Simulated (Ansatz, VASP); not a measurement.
# VH2: VASP beside Ansatz, part 2 of 2

One calculation is typed for both programs; each brings its own data sets. How far apart do they land? Of the first pair: The two relaxations start from unlike cells of this crystal (the structure described is Ansatz's start), so only their ends are compared.

VASP 6.6.1 and Ansatz 0.2.0.

So far: Starting point; VASP: relaxation of cell and atoms, PBEsol, pair 1; Ansatz: relaxation of cell and atoms, PBEsol, pair 1; Side by side; Ansatz: relaxation of cell and atoms, PBEsol, pair 2.

**6. VASP: relaxation of cell and atoms, PBEsol, pair 2**

Level of this step: PBEsol, no spin polarisation; plane waves and PAW (V_sv, H) (VASP).

The same cell, functional, mesh and smearing now go to VASP, with its own data sets.

INCAR reads:

```
SYSTEM = VH2
PREC = Accurate
ENCUT = 500
EDIFF = 1E-07
NELM = 120
ISMEAR = 0
SIGMA = 0.1
LREAL = .FALSE.
ALGO = Normal
GGA = PS
NBANDS = 13
LASPH = .TRUE.
LORBIT = 11
LWAVE = .FALSE.
LCHARG = .FALSE.
ISIF = 3
IBRION = 2
NSW = 80
EDIFFG = -0.005
GGA_COMPAT = .FALSE.
NELMIN = 4
KPAR = 2
```

POSCAR reads:

```
VH2
1.0
    0.0000000000      2.0839900000      2.0839900000
    2.0839900000      0.0000000000      2.0839900000
    2.0839900000      2.0839900000      0.0000000000
V H
1 2
Direct
    0.0000000000      0.0000000000      0.0000000000
    0.2500000000      0.2500000000      0.2500000000
    0.7499997601      0.7499997601      0.7499997601
```

KPOINTS reads:

```
Automatic mesh
0
Gamma
18 18 18
0 0 0
```

Potentials, in the order of the species: V_sv and H (PBE family, release 64).

Started as:

```
$ mpirun -np 2 vasp_std
```

Numbers of over 12 decimals in the logs are rounded to 6 here.

The program printed:

```text
[banner, memory and clock lines left out]
running    2 mpi-ranks, on    1 nodes
[...]
[... a notice as in an earlier step ...]

 LDA part: xc-table for (Slater+PW92), standard interpolation
 POSCAR, INCAR and KPOINTS ok, starting setup
[...]
entering main loop
       N       E                     dE             d eps       ncg     rms          rms(c)
DAV:   1     0.101586892364E+03    0.10159E+03   -0.76986E+03  5083   0.119E+03
DAV:   2    -0.175350943318E+02   -0.11912E+03   -0.11469E+03  5155   0.345E+02
DAV:   3    -0.196843439411E+02   -0.21492E+01   -0.21353E+01  5990   0.521E+01
DAV:   4    -0.196940841741E+02   -0.97402E-02   -0.97395E-02  5535   0.386E+00
[...]
DAV:  11    -0.170852024816E+02    0.16740E-05   -0.19309E-06  5485   0.177E-02    0.210E-02
DAV:  12    -0.170852020020E+02    0.47955E-06   -0.75808E-07  5590   0.141E-02    0.961E-04
DAV:  13    -0.170852020250E+02   -0.22939E-07   -0.12806E-08  2838   0.145E-03
   1 F= -.17085202E+02 E0= -.17081948E+02  d E =-.170852E+02
[...]
N       E                     dE             d eps       ncg     rms          rms(c)
DAV:   1    -0.170876329568E+02   -0.24310E-02   -0.38382E-02  5205   0.322E+00    0.565E-01
DAV:   2    -0.170853818769E+02    0.22511E-02   -0.71258E-03  5205   0.137E+00    0.117E-01
DAV:   3    -0.170853237364E+02    0.58140E-04   -0.10171E-04  5135   0.146E-01    0.507E-02
DAV:   4    -0.170852994094E+02    0.24327E-04   -0.34945E-05  5155   0.581E-02    0.520E-03
DAV:   5    -0.170852993118E+02    0.97607E-07   -0.36811E-07  5430   0.641E-03
   2 F= -.17085299E+02 E0= -.17082059E+02  d E =-.972868E-04
 trial-energy change:   -0.000097  1 .order   -0.000102   -0.000202   -0.000001
 step:   1.0059(harm=  1.0052)  dis= 0.00000  next Energy=   -17.085299 (dE=-0.973E-04)
 reached required accuracy - stopping structural energy minimisation
```

OUTCAR, selected parts (step 6):

```text
  Total       -0.0003336     -0.0003336     -0.0003336      0.0000000      0.0000000      0.0000000
  in kB       -0.0296196     -0.0296196     -0.0296196      0.0000000      0.0000000      0.0000000
  external PRESSURE =      -0.0296196 kB  Pullay stress =       0.0000000 kB

 POSITION                                       TOTAL-FORCE (eV/Angst)
 -----------------------------------------------------------------------------------
      4.16364      4.16364      4.16364        -0.000000     -0.000000     -0.000000
      1.04091      1.04091      1.04091        -0.000000      0.000000      0.000000
      3.12273      3.12273      3.12273         0.000000     -0.000000     -0.000000
 -----------------------------------------------------------------------------------
    total drift:                                0.000014      0.000014      0.000014

  FREE ENERGIE OF THE ION-ELECTRON SYSTEM (eV)
  ---------------------------------------------------
  free  energy   TOTEN  =       -17.0852993118 eV

  energy  without entropy=      -17.0788182118  energy(sigma->0) =      -17.08205876

[... 1 part as in an earlier step ...]

[... 3 further parts left out ...]
[key lines of the parts left out:]
E-fermi :   8.7819
```

**7. Comparison**

The two programs side by side:

```tsv
quantity	Ansatz	VASP	difference
volume (Å³)	18.06	18.05	+0.06 %
edge a after relaxation, in the typed setting (Å)	2.945	2.944	+0.02 %
```

**8. VASP: relaxation of cell and atoms, PBEsol, pair 3**

The relaxed volume is the usual yardstick between codes: in a stiff, nearly cubic crystal its relative difference is about their pressure difference at one cell divided by the bulk modulus.

Edit INCAR of step 6 so:

```diff
@@ -5,4 +5,4 @@
 NELM = 120
-ISMEAR = 0
-SIGMA = 0.1
+ISMEAR = 1
+SIGMA = 0.2
 LREAL = .FALSE.
```

POSCAR reads:

```
VH2
1.0
    0.0000000000      2.0822470000      2.0822470000
    2.0822470000      0.0000000000      2.0822470000
    2.0822470000      2.0822470000      0.0000000000
V H
1 2
Direct
    0.0000000000      0.0000000000      0.0000000000
    0.2499998799      0.2499998799      0.2499998799
    0.7499998799      0.7499998799      0.7499998799
```

KPOINTS reads:

```
Automatic mesh
0
Gamma
20 20 20
0 0 0
```

Started as:

```
$ mpirun -np 2 vasp_std
```

The program printed:

```text
[... set-up lines as in an earlier step ...]
 entering main loop
       N       E                     dE             d eps       ncg     rms          rms(c)
DAV:   1     0.101007565236E+03    0.10101E+03   -0.76548E+03  6669   0.119E+03
DAV:   2    -0.175561998598E+02   -0.11856E+03   -0.11416E+03  6796   0.345E+02
DAV:   3    -0.196787185498E+02   -0.21225E+01   -0.21063E+01  7926   0.521E+01
DAV:   4    -0.196886087736E+02   -0.98902E-02   -0.98890E-02  7211   0.385E+00
[...]
DAV:  11    -0.170814062584E+02    0.16120E-05   -0.18771E-06  7031   0.175E-02    0.211E-02
DAV:  12    -0.170814057699E+02    0.48849E-06   -0.78871E-07  7416   0.144E-02    0.972E-04
DAV:  13    -0.170814057933E+02   -0.23364E-07   -0.12599E-08  3608   0.142E-03
   1 F= -.17081406E+02 E0= -.17081864E+02  d E =-.170814E+02
[...]
N       E                     dE             d eps       ncg     rms          rms(c)
DAV:   1    -0.170815792858E+02   -0.17352E-03   -0.27393E-03  6851   0.862E-01    0.151E-01
DAV:   2    -0.170814183625E+02    0.16092E-03   -0.50920E-04  6841   0.367E-01    0.312E-02
DAV:   3    -0.170814144301E+02    0.39324E-05   -0.73220E-06  6801   0.393E-02    0.135E-02
DAV:   4    -0.170814129392E+02    0.14909E-05   -0.25071E-06  6781   0.156E-02    0.136E-03
DAV:   5    -0.170814129279E+02    0.11307E-07   -0.25471E-08  4033   0.174E-03
   2 F= -.17081413E+02 E0= -.17081871E+02  d E =-.713463E-05
 trial-energy change:   -0.000007  1 .order   -0.000007   -0.000014   -0.000000
 step:   1.0087(harm=  1.0087)  dis= 0.00000  next Energy=   -17.081413 (dE=-0.727E-05)
 reached required accuracy - stopping structural energy minimisation
```

Parts of OUTCAR (step 8):

```text
  Total       -0.0001488     -0.0001488     -0.0001488      0.0000000      0.0000000     -0.0000000
  in kB       -0.0132146     -0.0132146     -0.0132146      0.0000000      0.0000000     -0.0000000
  external PRESSURE =      -0.0132146 kB  Pullay stress =       0.0000000 kB

 POSITION                                       TOTAL-FORCE (eV/Angst)
 -----------------------------------------------------------------------------------
      0.00000      2.08167      2.08167        -0.000000     -0.000000     -0.000000
      1.04083      1.04083      1.04083        -0.000000      0.000000      0.000000
      3.12250      3.12250      3.12250         0.000000      0.000000     -0.000000
 -----------------------------------------------------------------------------------
    total drift:                                0.000014      0.000014      0.000014

  FREE ENERGIE OF THE ION-ELECTRON SYSTEM (eV)
  ---------------------------------------------------
  free  energy   TOTEN  =       -17.0814129279 eV

  energy  without entropy=      -17.0827861062  energy(sigma->0) =      -17.08187065

[... 1 part as in an earlier step ...]

[... 3 further parts left out ...]
[key lines of the parts left out:]
E-fermi :   8.7904
```

**9. Ansatz: relaxation of cell and atoms, PBEsol, pair 3**

The same cell, functional, mesh and smearing now go to Ansatz, which takes its cutoff from its data sets.

The cell is taken from a series of runs on this material, whose earlier steps may have relaxed, scaled, displaced or heated it; both programs get it as it stands.

input.yaml reads:

```yaml
crystal:
  lattice:
    - [0.0, 2.0822467226, 2.0822467226]
    - [2.0822467226, 0.0, 2.0822467226]
    - [2.0822467226, 2.0822467226, 0.0]
  atoms:
    - { symbol: V, position: [0.0, 0.0, 0.0] }
    - { symbol: H, position: [0.25, 0.25, 0.25] }
    - { symbol: H, position: [0.75, 0.75, 0.75] }
kpoints:
  mp_grid: { grid: [20, 20, 20] }
hamiltonian:
  xc: pbesol
  pseudopotentials: { kind: paw, azcp: { folder: soft_1 }, xc_functional: pbe }
scf:
  occupations: { method: methfessel_paxton, width: 0.2 }
output:
  forces: true
  stress: true
  eigenvalues: true
relax:
  adjacent_minimum: "off"
  f_tol: 0.001
  max_steps: 60
  cell: { stress_tol: 0.01 }
```

Started as:

```
$ ansatz run input.yaml --threads 4 --pin off --max-ram 10240MiB --backend cpu --events-out ev --progress --plain --runs-dir out
```

The program printed:

```text
[...]
Crystal: 3 atoms, lattice volume = 18.056 Å³
Basis set: ecut = 420 eV, 339 PW (Γ), exchange–correlation on 40×40×40 points (8 copies of the dense FFT grid, shifted against one another)
Bands: 12, of which v1, the nominal top of the filled ones, is band 8 counted from 1 (7 counted from 0)
Symmetry: 48 space group operations
[...]
k-points: 256 of 8000
[...]
k-point 255: bands = [... 4 lower, 7.9341, 7.9341, 11.3031, 14.5358, 15.9487, 17.9112, 17.9112, 20.9193]
--- Relaxed structure (2 steps of the walk, 2 accepted, 1 SCFs on fresh bases) ---
[...]
cell:  # Å, volume = 18.0510 Å³
    - [0, 2.082047, 2.082047]
    - [2.082047, 0, 2.082047]
    - [2.082047, 2.082047, 0]
  atoms:
    - { symbol: V, position: [0, 0, 0] }
    - { symbol: H, position: [0.25, 0.25, 0.25] }
    - { symbol: H, position: [0.75, 0.75, 0.75] }
[key lines of the parts left out:]
SCF converged after 4 iterations
Free energy (F): -2917.447056 eV
Fermi energy:    14.179574 eV
P = ⅓ Tr σ = -0.0004 GPa (-0.004 kbar)
```

**10. Differences**

Compared:

```tsv
quantity	Ansatz	VASP	difference
volume (Å³)	18.05	18.04	+0.05 %
edge a after relaxation, in the typed setting (Å)	2.945	2.944	+0.02 %
```

**11. Results**

* difference in volume (relaxation of cell and atoms, PBEsol, pair 1): 0.20 %
* difference in volume (relaxation of cell and atoms, PBEsol, pair 2): 0.061 %
* difference in volume (relaxation of cell and atoms, PBEsol, pair 3): 0.055 %

**Reading.** The difference in volume is 0.20 % (relaxation of cell and atoms, PBEsol, pair 1), within the 1.2 % picked in this series as the mark of a large difference, as far as the stopping tolerances let one tell. 1 further run of this series is not shown here. Such differences can come from data sets, numerical settings and the points named under the comparisons, not from the functional's error against experiment.

[Lines on the potential files, build, host, timing and source positions are cut from VASP's logs without a mark.]

[Logs are printed without paths, hosts, clocks, repeated set-up lines and the standing remarks that a program may print on its own settings, such as how far it seeks lower states.]

[Hosts, paths, dates, database ids (printed as entryN), source tags and the programs' standing remarks are cut or masked in the printed files.]
